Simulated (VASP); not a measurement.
An input for Ansatz (written as the equivalent of a VASP run, and not itself run):

Ansatz 0.2 input:
```yaml
crystal:
  lattice:
    - [0.0000000, 2.7765023, 2.7765023]
    - [2.7765023, 0.0000000, 2.7765023]
    - [2.7765023, 2.7765023, 0.0000000]
  atoms:
    - { symbol: Be, position: [0.0000000, 0.0000000, 0.0000000] }
    - { symbol: Te, position: [0.2500000, 0.2500000, 0.2500000] }
kpoints:
  mp_grid: { grid: [6, 6, 6] }
hamiltonian:
  xc: pbe0
  pseudopotentials: { kind: paw }
scf:
  occupations: { method: gaussian, width: 0.05 }
  max_iter: 60
output: { forces: true, stress: true, eigenvalues: true }
```

Translate this input to VASP (INCAR, KPOINTS, POSCAR, choice of POTCAR).

Several could match; the one computed here: 
### KPOINTS
```
Regular mesh
0
G
  6 6 6
```

**INCAR**
```
SYSTEM = BeTe
PREC = Accurate
ENCUT = 520
EDIFF = 1E-6
NELM = 60
ALGO = Normal
LREAL = .FALSE.
LASPH = .TRUE.
ISMEAR = 0
SIGMA = 0.05
GGA = PE
AEXX = 0.25
HFRCUT = -1
LHFCALC = .TRUE.
PRECFOCK = Fast
ISYM = 3
LMAXMIX = 4
LWAVE = .FALSE.
LCHARG = .FALSE.
ISIF = 2
```

### POSCAR
```
BeTe
1
    0.0000000000     2.7765022643     2.7765022643
    2.7765022643     0.0000000000     2.7765022643
    2.7765022643     2.7765022643     0.0000000000
Be Te
1 1
Direct
  0.0000000000   0.0000000000   0.0000000000
  0.2500000000   0.2500000000   0.2500000000
```

POTCAR, in this order: Be Te (PBE.64 set). Program: vasp_std. Read from the step before: WAVECAR.

What does not carry over: each code has its own PAW files, so the cut-off isn't converted (ENCUT is set for VASP's; basis.ecutwfc is left out, and Ansatz then takes the one that its files recommend); Ansatz stops its SCF on the density residual and VASP on the energy change (EDIFF).

The compound is BeTe in the zinc blende structure. This cell is one point of a volume scan, at 0.94 of the reference volume.
